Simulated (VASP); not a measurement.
Data:

```
AuBe5
1.0
    0.00000     3.12054     3.12054
    3.12054     0.00000     3.12054
    3.12054     3.12054     0.00000
Be Au
5 1
Direct
  0.62475   0.62475   0.12575
  0.62475   0.12575   0.62475
  0.62475   0.62475   0.62475
  0.12575   0.62475   0.62475
  0.25000   0.25000   0.25000
  0.00000   0.00000   0.00000
```

The numbers are results of PBEsol GGA, VASP's PBE PAW potentials (set 64) (plane waves; VASP), not measurements. Run with 300 eV cut-off, 7×7×7 Γ-centred mesh, Gaussian smearing of 0.10 eV, potentials Be Au.

### Question
Give the energies of bands 3 to 13 at the high-symmetry points, in eV from the Fermi level.

### Answer

| band | Γ | X | U | L | W |
|---|---|---|---|---|---|
| 3 | -7.01 | -7.38 | -7.53 | -6.97 | -7.75 |
| 4 | -7.01 | -6.32 | -6.80 | -6.97 | -7.39 |
| 5 | -6.60 | -6.23 | -6.51 | -6.18 | -6.23 |
| 6 | -6.60 | -6.05 | -6.17 | -6.18 | -6.05 |
| 7 | -4.11 | -6.05 | -5.59 | -6.13 | -5.44 |
| 8 | -1.36 | -4.61 | -5.23 | -3.63 | -5.41 |
| 9 | -1.36 | -4.61 | -3.86 | -2.48 | -4.78 |
| 10 | -1.36 | -3.46 | -2.85 | -2.48 | -1.26 |
| 11 | 1.22 | -1.67 | -0.41 | 0.66 | -0.91 |
| 12 | 1.66 | 4.22 | 2.54 | 0.66 | 1.84 |
| 13 | 1.66 | 4.93 | 2.90 | 1.47 | 2.35 |

It has no gap at this level: it comes out as a metal or semimetal.

The structure comes from a computed database's Be5Au entry (F-43m); how it stands against other phases isn't given here. The cell was not relaxed at this level. The electron count is odd and the run is not spin-polarised, which forces a metal.
